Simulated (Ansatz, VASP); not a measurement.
# TaN: VASP beside Ansatz

Aim: how closely do two programs agree when they are given the same cell, functional and k mesh? The cell is taken from a series of runs on this material, whose earlier steps may have relaxed, scaled, displaced or heated it; both programs get it as it stands.

Main program and level: Ansatz 0.2.0; plane waves, with VASP 6.6.1 beside it; zone-centre phonons at LDA.

## 1. The structure

The structure is hexagonal, space group P-6m2 (No. 187). Conventional cell: a = 2.848 Å, b = 2.848 Å, c = 2.875 Å, α = 90.00°, β = 90.00°, γ = 120.00°. Nearest to N lie 6 Ta at 2.18 Å. Nearest to Ta lie 6 N at 2.18 Å. Farther neighbours and most contacts between anions are not listed.

Coordinates:

```
N Ta
1.0
     2.84838    0.00000    0.00000
    -1.42419    2.46677    0.00000
     0.00000    0.00000    2.87512
N Ta
1 1
Direct
  0.66667 0.33333 0.00000
  0.00000 0.00000 0.50000
```

## 2. Ansatz: zone-centre phonons, LDA

Ansatz runs on its PAW soft_1 files.

Second derivatives magnify differences that forces hide, and they need a tight electronic threshold.

input.yaml reads:

```yaml
crystal:
  lattice:
    - [2.8483782546, 0.0, 0.0]
    - [-1.4241891273, 2.4667679281, 0.0]
    - [0.0, 0.0, 2.8751232937]
  atoms:
    - { symbol: "N", position: [0.6666666667, 0.3333333333, 0.0] }
    - { symbol: Ta, position: [0.0, 0.0, 0.5] }
kpoints:
  mp_grid: { grid: [18, 18, 16] }
hamiltonian:
  xc: lda
  pseudopotentials: { kind: paw, azcp: { folder: soft_1 }, xc_functional: pbe }
scf:
  occupations: { method: methfessel_paxton, width: 0.2 }
output:
  eigenvalues: true
phonons:
  method: dfpt
```

Launch:

```sh
> ansatz run input.yaml --threads 4 --pin off --max-ram 10240MiB --backend cpu --events-out ev --progress --plain --runs-dir out
```

Numbers of over 12 decimals in the logs are rounded to 6 here.

The log of the run:

```text
zone centre: on kpoints.mp_grid the ground state, and the responses unless they are solved on pairs of k-points, stand on 819 of the mesh's 5184 k-points, reduced under 4 symmetry operations, with k and −k counted as one. Each operation leaves every solved displacement unchanged or reverses it
Engine: ansatz 0.2.0, aarch64-unknown-linux-gnu
Pseudopotentials: kind: paw
Pseudopotential: N, paw, valence charge 5, recommended cutoff 420 eV (normal), soft_1/N.paw.azcp
Pseudopotential: Ta, paw, valence charge 13, recommended cutoff 420 eV (normal), soft_1/Ta.paw.azcp
Functional definition: SPW92
  exchange = slater_x
  correlation = pw_c
Crystal: 2 atoms, lattice volume = 20.201 Å³
Basis set: ecut = 420 eV, 405 PW (Γ), exchange–correlation on 40×40×40 points (8 copies of the dense FFT grid, shifted against one another)
Bands: 13, of which v1, the nominal top of the filled ones, is band 9 counted from 1 (8 counted from 0)
Symmetry: 12 space group operations
k-points: 819 of 5184 (irreducible under 4 space group operations, time reversal used)
Non-local potential: N, projectors of the file, l = 0: 2, l = 1: 2, l = 2: 1
Non-local potential: Ta, projectors of the file, l = 0: 3, l = 1: 2, l = 2: 2, l = 3: 1
PAW form: soft (Blöchl's): semilocal exchange-correlation on the pseudo side does not see the compensation charge
PAW frozen core: N, regenerated for the run's functional, and the local potential with it (the file was generated under x = pbe(κ = 0.804, μ = 0.219515), c = pbe(β = 0.066725))
PAW frozen core: Ta, regenerated for the run's functional, and the local potential with it (the file was generated under x = pbe(κ = 0.804, μ = 0.219515), c = pbe(β = 0.066725))
PAW one-centre angular grid: N, 110 points (default); XC on 64 Gauss nodes
PAW one-centre angular grid: Ta, 590 points (default); XC on 64 Gauss nodes
Initial density: superposition of atomic densities (chi_scale 0.1, normalization cell, long waves kept (reshape's long-wave potential 0.00 eV rms))
Initial wavefunctions: pseudopotential atomic-orbital guess
Functional: x = slater, c = lda
SCF iter   1: F=—  HF=-10060.052823 eV  |F-HF|=—  |Δ(HF+E_count)|=         —  Δρ=5.11e-2  dr2=3.31e-1  ethr=3.10e-3  ⟨swp⟩=5.0  Hψ=52871  notcnv=0
preconditioner: auto → none  [metal: Δε(μ)=0.063 eV  Ē_g=11.649 eV  σ=0.200 eV  W_gap=0.26  n_scr=8 (ndim 8)  ℏωp=26.1 eV  f_vac=0.000  D(μ)=0.05/eV (n_scr^D=0)  sad-step TF]
SCF iter   2: F=—  HF=-10060.016422 eV  |F-HF|=—  |Δ(HF+E_count)|=   3.64e-2  S|Δr|=    0.00e0  Δρ=3.18e-2  dr2=1.35e-1  ethr=1.84e-3  ⟨swp⟩=1.0  Hψ=17199  notcnv=0
SCF iter   3: F=—  HF=-10059.986109 eV  |F-HF|=—  |Δ(HF+E_count)|=   3.03e-2  S|Δr|=    0.00e0  Δρ=1.54e-3  dr2=2.58e-4  ethr=7.52e-4  ⟨swp⟩=2.6  Hψ=14919  notcnv=0
SCF iter   4: F=—  HF=-10059.986163 eV  |F-HF|=—  |Δ(HF+E_count)|=   5.44e-5  S|Δr|=    0.00e0  Δρ=3.10e-4  dr2=1.78e-5  ethr=1.43e-6  ⟨swp⟩=2.4  Hψ=17631  notcnv=0
SCF iter   5: F=—  HF=-10059.986157 eV  |F-HF|=—  |Δ(HF+E_count)|=   5.87e-6  S|Δr|=    0.00e0  Δρ=3.42e-5  dr2=7.14e-8  ethr=9.90e-8  ⟨swp⟩=2.1  Hψ=16906  notcnv=0
SCF iter   6: F=—  HF=-10059.986157 eV  |F-HF|=—  |Δ(HF+E_count)|=   4.61e-8  S|Δr|=    0.00e0  Δρ=5.39e-6  dr2=2.83e-9  ethr=3.97e-10  ⟨swp⟩=2.1  Hψ=17840  notcnv=0
SCF iter   7: F=—  HF=-10059.986157 eV  |F-HF|=—  |Δ(HF+E_count)|=  8.93e-10  S|Δr|=    0.00e0  Δρ=1.03e-6  dr2=1.14e-10  ethr=1.57e-11  ⟨swp⟩=2.0  Hψ=16493  notcnv=0
SCF iter   8: F=-10059.986157 eV  HF=-10059.986157 eV  |F-HF|=0.00e0  |Δ(HF+E_count)|=  2.36e-11  S|Δr|=    0.00e0  Δρ=1.11e-7  dr2=9.91e-13  ethr=1.00e-12  ⟨swp⟩=6.1  Hψ=46501  notcnv=0
the search or the solves at the SCF's close seem to have found levels that the self-consistency loop had missed (the run counts 2). By its estimate they hold under 1e-12 electrons; where the run keeps them, the occupations were computed again with them
SCF 1 converged in 8 iterations: F = -10059.986157 eV  dr2 = 9.91e-13
  greatest PAW one-centre occupation: 0.999 electrons in one spin orbital (limit 2), on the Ta atom at site 1 (counted from 0), in its partial waves of l = 0
DFPT response loops at Γ: preconditioner auto → Kerker (q_TF=auto, 2.676 Å⁻¹) (partly filled bands, converged f_vac=0.000); β = 1.00, the filter's whole step (`scf.mixing.beta` (0.50) is not read by the response loops under this deck's `scf.mixing.preconditioner`; to damp them name `kerker` or `kerker_dos`, under which they read `scf.mixing.beta`, and type it under 1.00, their step now; both keys bind the ground state too); Broyden in place of MSR1
SCF converged after 8 iterations
Stability not checked: this state was not tested for a lower state beside it, because cold or Methfessel-Paxton smearing, or corrected tetrahedra, fill the levels in a way that the test cannot read (fill_not_monotonic; see scf.lower_state_search)
Free energy (F): -10059.986157 eV
Harris-Foulkes:  -10059.986157 eV  (|F-HF|=0.00e0)
Internal energy: -10059.986743 eV  (E = F + TS)
E sigma→0 (E₀):  -10059.986304 eV
Entropy (-TS):   0.000585 eV (0.293 meV/atom)
Fermi energy:    21.132666 eV
--- Per-component energies (eV) ---
  E_band       = -34.468675
  E_kinetic    = 528.286584
  E_local      = -549.178377  (includes V_loc(G=0)·N_el)
  E_nonlocal   = 30.612346
  E_hartree    = 198.795057
  E_xc         = -380.178054
  E_vxc        = -312.604804  (∫ρ·V_xc dr)
  E_paw        = -8177.010168  (= ΣΔE_a)
  E_vpaw       = -129.175373  (= ΣTr[D̂ρ^β])
  E_aug_tail   = 0.000848  (compensation charges beyond the density's cutoff)
  E_ewald      = -1711.654020
  E_core_change = 0.339041  (= ΣΔE_core)
  E_smearing   = 0.000585  (= −TS)
  E_closure    = 0.000000  (closes the sum)
  Σ components = -10059.986157   (vs F -10059.986157, Δ=0.00e0)
--- Band table (eV; the first three rows and the last of 819) ---
  k-point 0: bands = [... 5 lower, 16.6145, 16.6145, 16.6356, 18.0786, 24.2679, 24.9148, 24.9148, 25.4882]
  k-point 1: bands = [... 5 lower, 16.3304, 16.6477, 16.6477, 18.3427, 24.3329, 24.3329, 24.3961, 25.9261]
  k-point 2: bands = [... 5 lower, 15.6550, 16.7435, 16.7435, 18.9308, 23.5125, 23.5125, 24.7507, 26.3092]
  k-point 818: bands = [... 5 lower, 13.2592, 14.2169, 17.0109, 20.1293, 25.9065, 26.4279, 27.8588, 28.8531]
--- Phonons (Γ-DFPT): 4 representative perturbations + reference, on 819 of 5184 k-points (Σ response iterations 12) ---
  k mesh reduced under 4 symmetry operations, with k and −k counted as one. Each operation leaves every solved displacement unchanged or reverses it
  ASR residual: 6.177e-5 → 0.000e0 eV/Å²; symmetrization residual: 2.499e-6 eV/Å²
  ASR residual per site (eV/Å²): 9.73e-6 6.18e-5
  Γ frequencies (cm⁻¹): 0.00 0.00 0.00 565.63 565.63 590.48
  non-analytic LO–TO correction: not included (Born effective charges unavailable; polar crystals: no LO–TO splitting at Γ)
```

Reading the cycles: dr2 is the Hartree energy of the density residual (eV), the measure of convergence; HF is the Harris–Foulkes estimate of the energy, which meets the free energy F at convergence.

(Part 1 of 2 ends here.)

[Lines on the potential files, build, host, timing and source positions are cut from VASP's logs without a mark.]

[Logs are printed without paths, hosts, clocks, repeated set-up lines and the standing remarks that a program may print on its own settings, such as how far it seeks lower states.]

[Hosts, paths, dates, database ids (printed as entryN), source tags and the programs' standing remarks are cut or masked in the printed files.]
